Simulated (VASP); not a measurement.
A convergence study with VASP on BaTe (rock salt): one setting is varied, all else stays as given below, so the limit is that of these other settings. ε∞ is the independent-particle value.

```xyz
2
Lattice="0.0000 3.5000 3.5000 3.5000 0.0000 3.5000 3.5000 3.5000 0.0000" Properties=species:S:1:pos:R:3 pbc="T T T"
Ba     0.0000     0.0000     0.0000
Te     3.5000     3.5000     3.5000
```

Computed with PBE GGA, VASP's PBE PAW potentials (set 64) (plane waves; VASP). The tightest run used: 550 eV cut-off, 5×5×5 Γ-centred mesh, Gaussian smearing of 0.050 eV, potentials Ba_sv Te.

```json
[
 {"setting": "NBANDS = 9", "mean ε∞": "3.28", "bands": "9"},
 {"setting": "NBANDS = 10", "mean ε∞": "4.26", "bands": "10"},
 {"setting": "NBANDS = 12", "mean ε∞": "5.85", "bands": "12"},
 {"setting": "NBANDS = 16", "mean ε∞": "6.73", "bands": "16"}
]
```

**Question.** These are the cheaper rows. Estimate the results at NBANDS = 136, and how far the last row shown lies from them.

**Answer.** 
```tsv
quantity	tightest run	last row shown is off by
mean ε∞	6.95	-0.21
```

Left out are rungs that failed or repeat a setting and relaxations that didn't move; long series are thinned to 24 rows.

The compound is BaTe in the rock salt structure. The cell was not relaxed at this level.
